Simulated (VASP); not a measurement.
Output of a VASP run:

**OSZICAR**
```
...
DAV:  13    -0.382249778359E+01    0.19106E-06   -0.27757E-07  1050   0.137E-02    0.582E-03
DAV:  14    -0.382249775867E+01    0.24915E-07   -0.43889E-08   661   0.227E-03
   2 F= 0.75589370E-01 E0= 0.75652440E-01  d E =0.129268E+01
       N       E                     dE             d eps       ncg     rms          rms(c)
DAV:   1    -0.207526188475E+02   -0.16930E+02   -0.48768E+02  1522   0.673E+02    0.368E+01
DAV:   2    -0.102703728328E+02    0.10482E+02   -0.28991E+01  1502   0.101E+02    0.917E+00
DAV:   3    -0.759212053752E+01    0.26783E+01   -0.64925E+00  1691   0.480E+01    0.145E+01
DAV:   4    -0.748687553822E+01    0.10524E+00   -0.87835E-01  1485   0.135E+01    0.426E+00
DAV:   5    -0.728093764730E+01    0.20594E+00   -0.84207E-01  1492   0.214E+01    0.452E+00
DAV:   6    -0.728176436167E+01   -0.82671E-03   -0.35429E-02  1300   0.187E+00    0.534E-01
DAV:   7    -0.728088906434E+01    0.87530E-03   -0.23180E-03  1752   0.523E-01    0.276E-01
DAV:   8    -0.728000870231E+01    0.88036E-03   -0.91925E-04  1858   0.488E-01    0.370E-01
DAV:   9    -0.727994577243E+01    0.62930E-04   -0.39991E-04  1577   0.483E-01    0.225E-01
DAV:  10    -0.727994710157E+01   -0.13291E-05   -0.23002E-05  1487   0.100E-01    0.399E-02
DAV:  11    -0.727994781166E+01   -0.71009E-06   -0.41675E-06  1493   0.260E-02    0.103E-01
DAV:  12    -0.727994801910E+01   -0.20744E-06   -0.43466E-07  1657   0.111E-02    0.453E-02
DAV:  13    -0.727994791329E+01    0.10580E-06   -0.81209E-08   731   0.456E-03    0.383E-03
DAV:  14    -0.727994782222E+01    0.91069E-07   -0.31411E-08   636   0.288E-03
   3 F= -.19386665E+01 E0= -.19386731E+01  d E =-.721581E+00
       N       E                     dE             d eps       ncg     rms          rms(c)
DAV:   1    -0.724519567435E+01    0.34752E-01   -0.58112E-01  1532   0.166E+01    0.102E+00
DAV:   2    -0.722442706330E+01    0.20769E-01   -0.46248E-02  1482   0.557E+00    0.345E-01
DAV:   3    -0.722117009336E+01    0.32570E-02   -0.91445E-03  1657   0.220E+00    0.204E-01
DAV:   4    -0.722109265529E+01    0.77438E-04   -0.37840E-04  1265   0.197E-01    0.137E-01
DAV:   5    -0.722103700850E+01    0.55647E-04   -0.71038E-05  1494   0.885E-02    0.549E-02
DAV:   6    -0.722103739210E+01   -0.38360E-06   -0.13320E-05  1873   0.380E-02    0.992E-03
DAV:   7    -0.722103763893E+01   -0.24683E-06   -0.10430E-06  1587   0.195E-02    0.366E-03
DAV:   8    -0.722103743979E+01    0.19914E-06   -0.21959E-07   884   0.108E-02    0.702E-04
DAV:   9    -0.722103740166E+01    0.38132E-07   -0.14809E-08   626   0.148E-03
   4 F= -.19435099E+01 E0= -.19435163E+01  d E =-.726424E+00
       N       E                     dE             d eps       ncg     rms          rms(c)
DAV:   1    -0.719970647046E+01    0.21331E-01   -0.96959E-02  1532   0.684E+00    0.412E-01
DAV:   2    -0.719627133196E+01    0.34351E-02   -0.75615E-03  1492   0.224E+00    0.142E-01
DAV:   3    -0.719572638777E+01    0.54494E-03   -0.15537E-03  1657   0.909E-01    0.822E-02
DAV:   4    -0.719571566387E+01    0.10724E-04   -0.63936E-05  1270   0.825E-02    0.557E-02
DAV:   5    -0.719570832743E+01    0.73364E-05   -0.11939E-05  1478   0.351E-02    0.229E-02
DAV:   6    -0.719570935295E+01   -0.10255E-05   -0.22391E-06  1868   0.153E-02    0.422E-03
DAV:   7    -0.719570946254E+01   -0.10959E-06   -0.17906E-07   845   0.859E-03    0.131E-03
DAV:   8    -0.719570940043E+01    0.62113E-07   -0.55465E-08   621   0.541E-03
   5 F= -.19439584E+01 E0= -.19439648E+01  d E =-.726873E+00
```

### OUTCAR
```
------------------------ aborting loop because EDIFF is reached ----------------------------------------
  FORCE on cell =-STRESS in cart. coord.  units (eV):
  Direction    XX          YY          ZZ          XY          YZ          ZX
  --------------------------------------------------------------------------------------
  Total        5.2527899      5.2527899      5.2527899      0.0000000      0.0000000     -0.0000000
  in kB      150.0296725    150.0296725    150.0296725      0.0000000      0.0000000     -0.0000000
  external PRESSURE =       0.0296725 kB  Pullay stress =     150.0000000 kB
  volume of cell :       56.09
      direct lattice vectors                 reciprocal lattice vectors
     0.000000000  3.038303478  3.038303478    -0.164565523  0.164565523  0.164565523
     3.038303478  0.000000000  3.038303478     0.164565523 -0.164565523  0.164565523
     3.038303478  3.038303478  0.000000000     0.164565523  0.164565523 -0.164565523
  FREE ENERGIE OF THE ION-ELECTRON SYSTEM (eV)
  ---------------------------------------------------
  free  energy   TOTEN  =        -7.1957094004 eV

  energy  without entropy=       -7.1957285430  energy(sigma->0) =       -7.19571578
  enthalpy is  TOTEN    =        -1.9439584273 eV   P V=        5.2517509731

 reached required accuracy - stopping structural energy minimisation
```
(Selected blocks of OUTCAR.)

### POSCAR
```
InSb
1
    0.0000000000     3.2592004851     3.2592004851
    3.2592004851     0.0000000000     3.2592004851
    3.2592004851     3.2592004851     0.0000000000
In Sb
1 1
Direct
  1.0000000000   1.0000000000   1.0000000000
  0.2500000000   0.2500000000   0.2500000000
```

Reconstruct the remaining input files.

This is not unique; one that fits is the input of the run itself, PBEsol GGA, plane waves, VASP's PBE PAW potentials (set 64).

### KPOINTS
```
Automatic mesh
0
Gamma
10 10 10
0 0 0
```

**INCAR**
```
ENCUT=480   # plane-wave cut-off (eV)
SIGMA=0.1
IBRION=2
PSTRESS=150   # kbar
LCHARG=.False.
EDIFF=1E-7   # SCF stop (eV)
PREC=Accurate
LMAXMIX=4
SYSTEM=InSb
LWAVE=.False.
ISIF=3
LASPH=.True.
ISMEAR=1   # Methfessel-Paxton
NELM=100
GGA=PS
EDIFFG=-0.01   # ionic stop
LREAL=.False.
ALGO=Normal
NSW=40   # most ionic steps
```

POTCAR, in this order: In_d Sb (PBE.64 set). Program: vasp_std.

Energy and stress use the plane-wave basis of the starting cell.

The compound is InSb in the zinc blende structure. This run relaxes it under an external pressure of 15 GPa. Symmetry was kept, so distortions that lower it aren't found.
